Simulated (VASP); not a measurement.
Given:

```xyz
4
Lattice="4.1644 0.0000 0.0000 0.0000 4.1644 0.0000 0.0000 0.0000 4.1644" Properties=species:S:1:pos:R:3 pbc="T T T"
Ga     0.0000     2.0822     2.0822
Ga     2.0822     0.0000     2.0822
Ga     2.0822     2.0822     0.0000
Ge     0.0000     0.0000     0.0000
```

These are PBEsol GGA, VASP's PBE PAW potentials (set 64) (plane waves; VASP) values and carry that method's errors. Numerical set-up: 400 eV cut-off, 8×8×8 Γ-centred mesh, tetrahedra with Blöchl corrections, potentials Ga_d Ge_d.

Problem. Estimate the energy per atom (σ→0), band gap (on the k-mesh) with the smallest direct gap where there is one.

Solution. 
```
Quantity                                                     Value
------------------------  ----------------------------------------
band gap (on the k-mesh)  none (metal, semimetal or under 0.01 eV)
energy per atom (σ→0)                               -3.665 eV/atom
```

Total energies compare only between runs with the same potentials, cut-off and functional.

The structure comes from a computed database's Ga3Ge entry (Pm-3m); how it stands against other phases isn't given here. It was relaxed first. The electron count is odd and the run is not spin-polarised, which forces a metal.
